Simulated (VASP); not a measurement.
Given:

```xyz
2
Lattice="0.0000 2.6890 2.6890 2.6890 0.0000 2.6890 2.6890 2.6890 0.0000" Properties=species:S:1:pos:R:3 pbc="T T T"
Ge     0.0000     0.0000     0.0000
Rh     2.6890     2.6890     2.6890
```

Computed with PBEsol GGA, VASP's PBE PAW potentials (set 64) (plane waves; VASP 6.6.1). Numerical set-up: 400 eV cut-off, 11×11×11 Γ-centred mesh, first-order Methfessel-Paxton smearing of 0.10 eV, potentials Ge_d Rh_pv.

Energy and stress use the plane-wave basis of the starting cell.

**Question.** The ions, cell shape and volume are relaxed. Predict the relaxed structure.

**Answer.** 
```xyz
2
Lattice="0.0000 2.4968 2.4968 2.4968 0.0000 2.4968 2.4968 2.4968 0.0000" Properties=species:S:1:pos:R:3 pbc="T T T"
Ge     0.0000     0.0000     0.0000
Rh     2.4968     2.4968     2.4968
```
Space group Fm-3m (225), at a tolerance of 0.03 Å.

**Question.** How do energy and volume change from the first to the last step?

**Answer.** The energy (σ→0) changes by -337.4 meV/atom and the volume by -19.9 %, in 7 ionic steps.

The structure was generated: GeRh was put into the rocksalt type (Fm-3m), which need not be its known phase. This run relaxes it. Symmetry was kept, so distortions that lower it aren't found. The electron count is odd and the run is not spin-polarised, which forces a metal.
